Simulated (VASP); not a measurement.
```yaml
crystal:
  lattice:
    - [1.26797, -2.17928, 0.00000]
    - [1.26797, 2.17928, 0.00000]
    - [0.00000, 0.00000, 3.99937]
  atoms:
    - { symbol: Co, position: [0.33333, 0.66667, 0.25000], spin: 1.8 }
    - { symbol: Co, position: [0.69407, 0.36073, 0.75000], spin: 1.8 }
```

All values below come from PBE GGA, VASP's PBE PAW potentials (set 64) (plane waves; VASP 6.6.1). Settings: 400 eV cut-off, KSPACING 0.5 per Å, first-order Methfessel-Paxton smearing of 0.10 eV, potentials Co.

Gaps are read on the run's mesh, which can miss a band edge.

Task: What does the run give for the cell moment, energy per atom (σ→0), pressure, largest force, band gap (on the k-mesh) with the smallest direct gap where there is one?

Result: 
```yaml
band gap (on the k-mesh): none (metal, semimetal or under 0.01 eV)
cell_moment: 3.16 μB
energy per atom (σ→0): -679.0 kJ/mol of atoms
pressure: -5.34 GPa
largest_force: 0.202 eV/Å
```

Task: Give the moment on each site (PAW-sphere projection).

Result: 
| site | moment (μB) |
|---|---|
| Co1 | 1.60 |
| Co2 | 1.60 |

The compound is Co in the hcp structure. The cell was not relaxed at this level, atoms are displaced from their ideal sites. The run is one of a series of settings (KGAMMA = .TRUE., KSPACING = 0.5, KPOINTS file removed against the base run), some of them coarse on purpose.
